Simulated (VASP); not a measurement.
Data:

```
CELL_PARAMETERS angstrom
     -2.60049     2.60049     2.60049
      2.60049    -2.60049     2.60049
      2.60049     2.60049    -2.60049
ATOMIC_POSITIONS crystal
  K  0.00000 0.00000 0.00000
```

Computed with PBE GGA with D4 dispersion, VASP's PBE PAW potentials (set 64) (plane waves; VASP). Numerical set-up: 520 eV cut-off, Gaussian smearing of 0.050 eV, potentials K_sv.

Q: Give the energies of bands 5 to 7 at the high-symmetry points, in eV from the Fermi level.

A: 
```json
[
 {"band": "5", "Γ": "-2.26", "H": "1.61", "N": "0.41", "P": "1.45"},
 {"band": "6", "Γ": "4.30", "H": "1.61", "N": "0.68", "P": "1.45"},
 {"band": "7", "Γ": "4.30", "H": "3.56", "N": "3.14", "P": "1.45"}
]
```

It has no gap at this level: it comes out as a metal or semimetal.

The compound is K in the bcc structure. It was relaxed first.
